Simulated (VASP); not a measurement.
VASP input:

### INCAR
```
# general
SYSTEM   =  Sn4C4
PREC     =  Accurate
ENCUT    =  520
LREAL    =  F
LASPH    =  T

# electronic loop
EDIFF    =  1E-6
NELM     =  100
ALGO     =  Normal
LMAXMIX  =  4

# smearing
ISMEAR   =  1
SIGMA    =  0.1

# functional
GGA      =  PS

# ions
IBRION   =  2
NSW      =  60
ISIF     =  3
EDIFFG   =  -0.02

# output
LWAVE    =  F
LCHARG   =  F
```

### KPOINTS
```
Automatic mesh
0
Gamma
7 7 4
0 0 0
```

### POSCAR
```
Sn4C4
1
    4.2616613575    -0.4715593648     0.0000000000
   -0.4715593648     4.2616613575     0.0000000000
    0.0000000000     0.0000000000     7.2493893892
Sn C
4 4
Direct
  0.0000000000   0.0000000000   0.8971506748
  0.2500000000   0.2500000000   0.3528493252
  0.5000000000   0.5000000000   0.8971506748
  0.7500000000   0.7500000000   0.3528493252
  0.5000000000   0.0000000000   0.5779498473
  0.7500000000   0.2500000000   0.6720501527
  0.0000000000   0.5000000000   0.5779498473
  0.2500000000   0.7500000000   0.6720501527
```

POTCAR, in this order: Sn_d C (PBE.64 set). Program: vasp_std.

Q: Write an equivalent input for Ansatz.

A: One equivalent input (not run):
Ansatz 0.2 input:
```yaml
crystal:
  lattice:
    - [4.2616614, -0.4715594, 0.0000000]
    - [-0.4715594, 4.2616614, 0.0000000]
    - [0.0000000, 0.0000000, 7.2493894]
  atoms:
    - { symbol: Sn, position: [0.0000000, 0.0000000, 0.8971507] }
    - { symbol: Sn, position: [0.2500000, 0.2500000, 0.3528493] }
    - { symbol: Sn, position: [0.5000000, 0.5000000, 0.8971507] }
    - { symbol: Sn, position: [0.7500000, 0.7500000, 0.3528493] }
    - { symbol: C, position: [0.5000000, 0.0000000, 0.5779498] }
    - { symbol: C, position: [0.7500000, 0.2500000, 0.6720502] }
    - { symbol: C, position: [0.0000000, 0.5000000, 0.5779498] }
    - { symbol: C, position: [0.2500000, 0.7500000, 0.6720502] }
kpoints:
  mp_grid: { grid: [7, 7, 4] }
hamiltonian:
  xc: pbesol
  pseudopotentials: { kind: paw }
scf:
  occupations: { method: methfessel_paxton, width: 0.1 }
  max_iter: 100
relax:
  max_steps: 60
  f_tol: 0.02
  cell: {}
output: { forces: true, stress: true, eigenvalues: true }
```
Limits of the translation: each code has its own PAW files, so the cut-off isn't converted (ENCUT is set for VASP's; basis.ecutwfc is left out, and Ansatz then takes the one that its files recommend); Ansatz stops its SCF on the density residual and VASP on the energy change (EDIFF).

The structure was generated: Sn4C4 was put into an ordered model structure (Pmma), which need not be its known phase. This run relaxes it. Symmetry was kept, so distortions that lower it aren't found. The start is the result of an earlier pass.
